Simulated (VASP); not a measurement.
Input:

```xyz
4
Lattice="3.4848 0.0000 0.0000 0.0000 3.4848 0.0000 0.0000 0.0000 24.7903" Properties=species:S:1:pos:R:3 pbc="T T T"
Pb     0.0000     1.7424     8.7475
Pb     1.7424     0.0000    11.0695
Pb     3.4848     1.7424    13.7207
Pb     1.7424     3.4848    16.0428
```

The numbers are results of PBEsol GGA, VASP's PBE PAW potentials (set 64) (plane waves; VASP), not measurements. Numerical set-up: PREC = Normal, 400 eV cut-off, 8×8×1 Γ-centred mesh, first-order Methfessel-Paxton smearing of 0.10 eV, potentials Pb_d.

Unless said otherwise, spin-orbit coupling is left out, though it shifts the bands of the heavy elements here.

Q: Estimate the energy per atom (σ→0), band gap (on the k-mesh) with the smallest direct gap where there is one.

A: 
* **band gap (on the k-mesh)**: none (metal, semimetal or under 0.01 eV)
* **energy per atom (σ→0)**: -3.840 eV/atom

The cell is a thin slab with vacuum, built from Pb (fcc): (100) face.
